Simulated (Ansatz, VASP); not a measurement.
**Cross-check of GaH2N (H-GaN-H chair monolayer) between VASP and Ansatz**

One calculation is typed for both programs; each brings its own data sets. How far apart do they land? The structure shown is the start of the Ansatz relaxation below; VASP solves that cell, so the two are compared at the walk's first step.

Program: Ansatz 0.2.0. Level of theory: plane waves, with VASP 6.6.1 beside it; single point at PBE. Results are calculated unless marked as measured.

**1. Starting point**

The cell holds 4 atoms: 2 H, 1 N and 1 Ga. Cell: a = 3.184 Å, b = 3.185 Å, c = 30.187 Å, α = 90.0°, β = 90.0°, γ = 120.0°. Vacuum lies along c. The height across the vacuum is the one that the program set for its solve, not the one typed.

**2. Ansatz: relaxation, PBE**

Ansatz runs on its default PAW (the set named soft_2) files.

The two programs are compared at the cell with which this relaxation starts, whose forces are those of its first step.

Input file input.yaml:

```yaml
crystal:
  lattice:
    - [3.1845, 0.0, 0.0]
    - [-1.59225, 2.7578578984, 0.0]
    - [0.0, 0.0, 17.1933333353]
  atoms:
    - { symbol: H, position: [0.6666666667, 0.3333333333, 0.4071345482] }
    - { symbol: "N", position: [0.6666666667, 0.3333333333, 0.4664598682] }
    - { symbol: Ga, position: [0.3333333333, 0.6666666667, 0.5038774719] }
    - { symbol: H, position: [0.3333333333, 0.6666666667, 0.5928654518] }
  periodic: [true, true, false]
kpoints:
  mp_grid: { grid: [12, 12, 1] }
hamiltonian:
  xc: pbe
scf:
  occupations: { method: fermi_dirac, width: 0.05 }
relax:
  f_tol: 0.01
  max_steps: 90
  cell: {}
```

Launch:

```
$ ansatz run input.yaml --threads 2 --pin off --max-ram 4096MiB --backend cpu --events-out ev --progress --plain --runs-dir out
```

Numbers of over 12 decimals in the logs are rounded to 6 here.

What it wrote:

```text
Warning: crystal.periodic: the lattice vector that does not repeat stood 0.000° off the slab's normal, 17.193 Å along it as the deck builds it. The run solves the slab on a vector along the normal, 30.187 Å long, with every atom where it was (on the deck's vector they left 14.00 Å outside them, and the widest stretch free of ions among them is 1.53 Å). A fractional position that the run reports is one of the run's ce [...]
crystal.periodic: the lattice vector that does not repeat stood 0.000° off the slab's normal, 17.193 Å along it as the deck builds it. The run solves the slab on a vector along the normal, 30.187 Å long, with every atom where it was (on the deck's vector they left 14.00 Å outside them, and the widest stretch free of ions among them is 1.53 Å). A fractional position that the run reports is one of the run's cell, which [...]
Engine: ansatz 0.2.0, x86_64-unknown-linux-gnu
Pseudopotentials: kind: paw
Pseudopotential: H, paw, valence charge 1, recommended cutoff 420 eV (normal), H.paw.azcp
Pseudopotential: N, paw, valence charge 5, recommended cutoff 420 eV (normal), N.paw.azcp
Pseudopotential: Ga, paw, valence charge 13, recommended cutoff 420 eV (normal), Ga.paw.azcp
Functional definition: PBE
  parameter kappa = 0.804
  parameter beta = 0.066725
  exchange = pbe_x(kappa = kappa, mu = beta*pi^2/3)
  correlation = pbe_c(beta = beta)
Crystal: 4 atoms, lattice volume = 265.111 Å³
Basis set: ecut = 420 eV, 5249 PW (Γ), exchange–correlation on 48×48×432 points (8 copies of the dense FFT grid, shifted against one another)
Bands: 14, of which v1, the nominal top of the filled ones, is band 10 counted from 1 (9 counted from 0)
Symmetry: 6 space group operations
Space group: P3m1 (ITA 156), of the structure as read, at distance tolerance 6.4e-5 Å
k-points: 19 of 144 (time reversal used)
Non-local potential: H, projectors of the file, l = 0: 2, l = 1: 1
Non-local potential: N, projectors of the file, l = 0: 2, l = 1: 2, l = 2: 1
Non-local potential: Ga, projectors of the file, l = 0: 2, l = 1: 2, l = 2: 3, l = 3: 1
PAW form: soft (Blöchl's): semilocal exchange-correlation on the pseudo side does not see the compensation charge
PAW one-centre angular grid: H, 110 points (default); XC on 64 Gauss nodes
PAW one-centre angular grid: N, 110 points (default); XC on 64 Gauss nodes
PAW one-centre angular grid: Ga, 590 points (default); XC on 64 Gauss nodes
Initial density: superposition of atomic densities (neutral atoms: chi_scale 0, normalization atom), corrected by the library's trained network
Initial wavefunctions: pseudopotential atomic-orbital guess
[...]
SCF iter   3: F=—  HF=-4199.622148 eV  |F-HF|=—  |Δ(HF+E_count)|=   9.34e-5  Δρ=1.17e-4  dr2=2.52e-5  ethr=2.03e-6  ⟨swp⟩=3.1  Hψ=425  notcnv=0
SCF iter   4: F=—  HF=-4199.622150 eV  |F-HF|=—  |Δ(HF+E_count)|=   2.66e-6  Δρ=3.60e-5  dr2=8.94e-6  ethr=1.26e-7  ⟨swp⟩=2.7  Hψ=442  notcnv=0
SCF iter   5: F=-4199.622149 eV  HF=-4199.622149 eV  |F-HF|=6.79e-8  |Δ(HF+E_count)|=   1.43e-6  Δρ=1.18e-5  dr2=1.76e-7  ethr=1.90e-9  ⟨swp⟩=4.8  Hψ=1360  notcnv=0
SCF 4 converged in 5 iterations: F = -4199.622149 eV  dr2 = 1.76e-7
relax step   4: F+E_penalty+E_count = -4199.62214882 eV  Δ(F+E_penalty+E_count) = -3.593e-4 eV  max|allowed force component| = 6.091e-3 eV/Å  Δτ_max = 0.0021 Å  P = +0.022 N/m  Ω = 271.492 Å³  energy of the carried Pulay correction = -2.498e-3 eV  fix = [c, alpha, beta]  reactions: c +0.000 N/m  (5 SCF iters, dr2 threshold 3.80e-7 eV, accepted)
[...]
relax step   5: F+E_penalty+E_count = -4199.62494234 eV  Δ(F+E_penalty+E_count) = -2.794e-3 eV  max|allowed force component| = 5.605e-3 eV/Å  Δτ_max = 0.0000 Å  P = +0.071 N/m  Ω = 271.492 Å³  fix = [c, alpha, beta]  reactions: c +0.000 N/m  stress off target by 7.08e-2 N/m on what of the cell is left free  SCF on the basis re-selected at this cell (its energy is not comparable with the rows above)  (8 SCF iters)
[...]
relax step   6: F+E_penalty+E_count = -4199.62483281 eV  Δ(F+E_penalty+E_count) = +1.095e-4 eV  max|allowed force component| = 2.566e-3 eV/Å  Δτ_max = 0.0003 Å  P = +0.003 N/m  Ω = 271.839 Å³  energy of the carried Pulay correction = -1.358e-4 eV  fix = [c, alpha, beta]  reactions: c +0.000 N/m  (5 SCF iters, dr2 threshold 7.19e-9 eV, accepted)
[...]
relax step   7: F+E_penalty+E_count = -4199.62495364 eV  Δ(F+E_penalty+E_count) = -1.208e-4 eV  max|allowed force component| = 2.587e-3 eV/Å  Δτ_max = 0.0000 Å  P = +0.004 N/m  Ω = 271.839 Å³  fix = [c, alpha, beta]  reactions: c +0.000 N/m  stress off target by 3.89e-3 N/m on what of the cell is left free  SCF on the basis re-selected at this cell (its energy is not comparable with the rows above)  (6 SCF iters)
basis re-selected at this cell: Δ(F+E_penalty+E_count) = -1.208e-4 eV, ΔP = +0.001 N/m vs the last step (what re-selecting the basis moved, of the pressure what is left beyond the Pulay correction that the steps carried, after the strain that the cell walked since its last selection, with what the two solves' SCF thresholds leave and, on support functions, any second-order correction that the steps lacked; it is no m [...]
SCF converged after 6 iterations
Free energy (F): -4199.624954 eV
Harris-Foulkes:  -4199.624954 eV  (|F-HF|=8.40e-9)
Internal energy: -4199.624954 eV  (E = F + TS)
E sigma→0 (E₀):  -4199.624954 eV
Fermi energy:    -4.299871 eV
--- Per-component energies (eV) ---
  E_band       = -292.257639
  E_kinetic    = 273.334861
  E_local      = -29143.804289  (includes V_loc(G=0)·N_el)
  E_nonlocal   = 475.662457
  E_hartree    = 14347.125931
  E_xc         = -146.036185
  E_vxc        = -156.141920  (∫ρ·V_xc dr)
  E_paw        = -2119.592471  (= ΣΔE_a)
  E_vpaw       = -435.558116  (= ΣTr[D̂ρ^β])
  E_aug_tail   = -0.002485  (compensation charges beyond the density's cutoff)
  E_ewald      = 12113.687227
  E_smearing   = -0.000000  (= −TS)
  E_closure    = -0.000000  (closes the sum)
  Σ components = -4199.624954   (vs F -4199.624954, Δ=0.00e0)
--- Forces (eV/Å), atoms counted from 1 ---
  atom   1  H      0.00000000    -0.00000000    -0.00258680
  atom   2  N     -0.00000000     0.00000000     0.00251102
  atom   3  Ga     0.00000000    -0.00000000     0.00037795
  atom   4  H      0.00000000    -0.00000000    -0.00030140
  max |Σ_I F_I| component: 7.72e-7 eV/Å
--- 2D stress c σ (N/m, compression-positive) ---
        0.003892       0.000000       0.000000
        0.000000       0.003892      -0.000000
        0.000000      -0.000000       0.000000
  P = ½ c Tr σ = 0.0039 N/m
--- Relaxed structure (5 steps of the walk, 5 accepted, 2 SCFs on fresh bases) ---
  F+E_penalty+E_count = -4199.62495364 eV   max|allowed force component| = 2.587e-3 eV/Å   (the final SCF, on the basis selected at the relaxed cell)
  cell:  # Å, volume = 271.8393 Å³
    - [3.224655, 0, 0]
    - [-1.612328, 2.792633, 0]
    - [0, 0, 30.186667]
  atoms:
    - { symbol: H, position: [0.666667, 0.333333, 0.230395] }
    - { symbol: N, position: [0.666667, 0.333333, 0.264346] }
    - { symbol: Ga, position: [0.333333, 0.666667, 0.288088] }
    - { symbol: H, position: [0.333333, 0.666667, 0.339411] }
```

**3. VASP: single point, PBE, start cell**

The same cell, functional, mesh and smearing now go to VASP, with its own data sets.

Lines of VASP's logs that name or quote its potential files are left out, and so is its time.

Input file INCAR:

```
SYSTEM = GaH2N
PREC = Accurate
ENCUT = 520
EDIFF = 1E-06
NELM = 120
ISMEAR = -1
SIGMA = 0.05
LREAL = .FALSE.
ALGO = Normal
GGA = PE
NBANDS = 16
LORBIT = 11
LWAVE = .FALSE.
LCHARG = .FALSE.
ISIF = 2
LDIPOL = .TRUE.
IDIPOL = 3
DIPOL = 0.5 0.5 0.28
LVHAR = .TRUE.
LASPH = .TRUE.
GGA_COMPAT = .FALSE.
EFERMI = MIDGAP
NELMDL = -8
```

Input file POSCAR:

```
GaH2N
1.0
    3.1845000000      0.0000000000      0.0000000000
   -1.5922500000      2.7578580000      0.0000000000
    0.0000000000      0.0000000000     30.1866670000
H N Ga
2 1 1
Direct
    0.6666666667      0.3333333333      0.2318904568
    0.3333333333      0.6666666667      0.3376766637
    0.6666666667      0.3333333333      0.2656802091
    0.3333333333      0.6666666667      0.2869920353
```

Input file KPOINTS:

```
Automatic mesh
0
Gamma
12 12 1
0 0 0
```

PAW data sets: H, N and Ga_d (PBE family, release 64).

Launch:

```
$ mpirun -np 1 vasp_std
```

What it wrote:

```text
[banner, memory and clock lines left out]
running    1 mpi-ranks, on    1 nodes
 distrk:  each k-point on    1 cores,    1 groups
 distr:  one band on    1 cores,    1 groups

 POSCAR found type information on POSCAR H N Ga
 POSCAR found :  3 types and       4 ions
 LDA part: xc-table for (Slater+PW92), standard interpolation
 POSCAR, INCAR and KPOINTS ok, starting setup
 FFT: planning ... GRIDC
 FFT: planning ... GRID_SOFT
 FFT: planning ... GRID
 WAVECAR not read
 entering main loop
       N       E                     dE             d eps       ncg     rms          rms(c)
DAV:   1     0.119412137679E+03    0.11941E+03   -0.84626E+03   696   0.977E+02
DAV:   2    -0.110166385856E+01   -0.12051E+03   -0.11232E+03   752   0.214E+02
DAV:   3    -0.209435237364E+02   -0.19842E+02   -0.19683E+02   808   0.873E+01
DAV:   4    -0.216997191366E+02   -0.75620E+00   -0.75551E+00   872   0.215E+01
DAV:   5    -0.217059264048E+02   -0.62073E-02   -0.62069E-02   864   0.183E+00
DAV:   6    -0.217060626262E+02   -0.13622E-03   -0.13622E-03   896   0.271E-01
DAV:   7    -0.217060635667E+02   -0.94052E-06   -0.94051E-06   904   0.214E-02
DAV:   8    -0.217060635937E+02   -0.27010E-07   -0.27010E-07   688   0.431E-03    0.900E+00
DAV:   9    -0.190813784947E+02    0.26247E+01   -0.80447E+00   992   0.362E+01    0.345E+00
DAV:  10    -0.189680724525E+02    0.11331E+00   -0.10319E+00   832   0.763E+00    0.248E+00
DAV:  11    -0.188581613549E+02    0.10991E+00   -0.38845E-01   928   0.669E+00    0.666E-01
DAV:  12    -0.188381820982E+02    0.19979E-01   -0.10655E-01   936   0.414E+00    0.282E-01
DAV:  13    -0.188318347301E+02    0.63474E-02   -0.99359E-03   856   0.101E+00    0.122E-01
DAV:  14    -0.188276790332E+02    0.41557E-02   -0.23332E-03   848   0.336E-01    0.778E-02
[...]
DAV:  20    -0.188284930525E+02   -0.81504E-04   -0.14233E-05   800   0.257E-02    0.791E-03
DAV:  21    -0.188286180199E+02   -0.12497E-03   -0.21983E-05   640   0.208E-02    0.201E-03
DAV:  22    -0.188286540476E+02   -0.36028E-04   -0.33722E-06   616   0.107E-02    0.183E-03
DAV:  23    -0.188286714748E+02   -0.17427E-04   -0.73286E-07   560   0.485E-03    0.102E-03
DAV:  24    -0.188286826172E+02   -0.11142E-04   -0.83731E-07   512   0.698E-03    0.130E-03
DAV:  25    -0.188286851832E+02   -0.25659E-05   -0.17555E-07   488   0.326E-03    0.325E-04
DAV:  26    -0.188286878821E+02   -0.26990E-05   -0.14059E-07   464   0.253E-03    0.694E-04
DAV:  27    -0.188286882622E+02   -0.38002E-06   -0.30860E-08   616   0.172E-03
   1 F= -.18828688E+02 E0= -.18828688E+02  d E =-.114201E-13
```

Parts of OUTCAR (step 3):

```text
ion  position               nearest neighbor table
   1  0.667  0.333  0.232-   3 1.02
   2  0.333  0.667  0.338-   4 1.53
   3  0.667  0.333  0.266-   1 1.02   4 1.95   4 1.95   4 1.95
   4  0.333  0.667  0.287-   2 1.53   3 1.95   3 1.95   3 1.95

  LATTYP: Found a hexagonal cell.
 ALAT       =     3.1845000000
 C/A-ratio  =     9.4792485477

 Subroutine GETGRP returns: Found  6 space group operations
 (whereof  6 operations were pure point group operations)

The static configuration has the point symmetry C_3v.

 Found     19 irreducible k-points:

   k-points           NKPTS =     19   k-points in BZ     NKDIM =     19   number of bands    NBANDS=     16

   dimension x,y,z NGX =    24 NGY =   24 NGZ =  240
   dimension x,y,z NGXF=    48 NGYF=   48 NGZF=  480

   ENCUT  =  520.0 eV  38.22 Ry    6.18 a.u.   5.92  5.92 56.13*2*pi/ulx,y,z

   NELECT =      20.0000    total number of electrons

 k-points in reciprocal lattice and weights: Automatic mesh
   0.00000000  0.00000000  0.00000000       0.007
   0.08333333 -0.00000000  0.00000000       0.042
   0.16666667 -0.00000000  0.00000000       0.042
   0.25000000 -0.00000000  0.00000000       0.042
   0.33333333 -0.00000000  0.00000000       0.042
   0.41666667 -0.00000000  0.00000000       0.042
   0.50000000 -0.00000000  0.00000000       0.021
   0.08333333  0.08333333  0.00000000       0.042
   0.16666667  0.08333333  0.00000000       0.083
[...]
0.33333333  0.25000000  0.00000000       0.083
   0.33333333  0.33333333  0.00000000       0.014

 dipolmoment           0.000000      0.000000      0.189237 electrons x Angstroem

 average (electrostatic) potential at core
       1 -42.9962       2 -38.2450       3 -72.1413       4 -72.7332

 E-fermi :  -3.5466

 k-point     1 :       0.0000    0.0000    0.0000
  band No.  band energies     occupation
    ...
      6     -17.0695      2.00000
      7     -11.5510      2.00000
      8      -6.2184      2.00000
      9      -5.0587      2.00000
     10      -5.0587      2.00000
     11      -2.0345      0.00000
     12      -0.8172      0.00000
     13      -0.3904      0.00000
     14       0.2754      0.00000
     15       1.1935      0.00000
    ...

 k-point     2 :       0.0833   -0.0000    0.0000
  band No.  band energies     occupation
    ...
      6     -17.0653      2.00000
      7     -11.4925      2.00000
      8      -6.2401      2.00000
      9      -5.4500      2.00000
     10      -5.1591      2.00000
     11      -1.8277      0.00000
     12      -0.6590      0.00000
     13      -0.1746      0.00000
     14       0.4782      0.00000
     15       1.3419      0.00000
    ...

 k-point     3 :       0.1667   -0.0000    0.0000
  band No.  band energies     occupation
    ...
      6     -17.0390      2.00000
      7     -11.3278      2.00000
      8      -6.7685      2.00000
      9      -5.8012      2.00000
     10      -5.4221      2.00000
     11      -1.3833      0.00000
     12      -0.2297      0.00000
     13       0.3354      0.00000
     14       1.0393      0.00000
     15       1.7728      0.00000
    ...

  Total        1.4813155      1.4813156      1.6600333      0.0000000      0.0000000      0.0000000
  in kB        8.9522009      8.9522016     10.0322668      0.0000000      0.0000000      0.0000000
  external PRESSURE =       9.3122231 kB  Pullay stress =       0.0000000 kB

  energy-cutoff  :      520.00
  volume of cell :      265.11
      direct lattice vectors                 reciprocal lattice vectors
     3.184500000  0.000000000  0.000000000     0.314021039  0.181300125  0.000000000
    -1.592250000  2.757858000  0.000000000     0.000000000  0.362600250  0.000000000
     0.000000000  0.000000000 30.186667000     0.000000000  0.000000000  0.033127208

 POSITION                                       TOTAL-FORCE (eV/Angst)
 -----------------------------------------------------------------------------------
      1.59225      0.91929      7.00000         0.000000     -0.000000     -0.348671
     -0.00000      1.83857     10.19333         0.000000     -0.000000      0.303664
      1.59225      0.91929      8.02000         0.000000      0.000000     -0.995522
     -0.00000      1.83857      8.66333        -0.000000     -0.000000      1.040529
 -----------------------------------------------------------------------------------
    total drift:                                0.000001     -0.000001      0.001382

  FREE ENERGIE OF THE ION-ELECTRON SYSTEM (eV)
  ---------------------------------------------------
  free  energy   TOTEN  =       -18.8286882622 eV

  energy  without entropy=      -18.8286882622  energy(sigma->0) =      -18.82868826

 vacuum level on the upper side and lower side of the slab         2.978        -0.921

 total charge
# of ion       s       p       d       tot
------------------------------------------
    1        0.648   0.085   0.000   0.733
    2        0.549   0.011   0.000   0.560
    3        1.227   2.613   0.000   3.840
    4        0.831   0.957  10.129  11.917
--------------------------------------------------
tot          3.256   3.665  10.129  17.050

[... 3 further parts left out ...]
```

**4. Differences**

Known differences besides the potentials themselves: Ansatz cuts the interaction across the vacuum, VASP repeats the sheet with a dipole correction; the cutoff is 420 eV in Ansatz and 520 eV in VASP. Total energies have different zeros and are not compared.

Forces (eV/Å; atoms numbered as in POSCAR):

```csv
atom,"Ansatz x, y, z","VASP x, y, z"
H1,"0.000, 0.000, -0.330","0.000, 0.000, -0.349"
H2,"0.000, 0.000, 0.339","0.000, 0.000, 0.304"
N3,"0.000, 0.000, -0.974","0.000, 0.000, -0.996"
Ga4,"0.000, 0.000, 0.965","0.000, 0.000, 1.041"
```

The forces differ by 25 meV/Å r.m.s., which is 5.8 % of the r.m.s. force of 0.437 eV/Å (both taken over all components). With vacuum in the cell, a pressure given here is an average over mostly empty space and none of the material.

**5. Results**

```yaml
r_m_s_force_difference_single_point_pbe_start_cell: 5.8 % of the r.m.s. force
```

**Reading.** The r.m.s. force difference is 5.8 % of the r.m.s. force (single point, PBE, start cell), beyond the 3 % picked in this series as the mark of a large difference. What causes the difference of the single point, PBE, start cell pair stays open here. 1 further run of this series is not shown here. How closely two codes agree says nothing of how well the functional describes the real material.

[Lines on the potential files, build, host, timing and source positions are cut from VASP's logs without a mark.]

[Logs are printed without paths, hosts, clocks, repeated set-up lines and the standing remarks that a program may print on its own settings, such as how far it seeks lower states.]

[Hosts, paths, dates, database ids (printed as entryN), source tags and the programs' standing remarks are cut or masked in the printed files.]
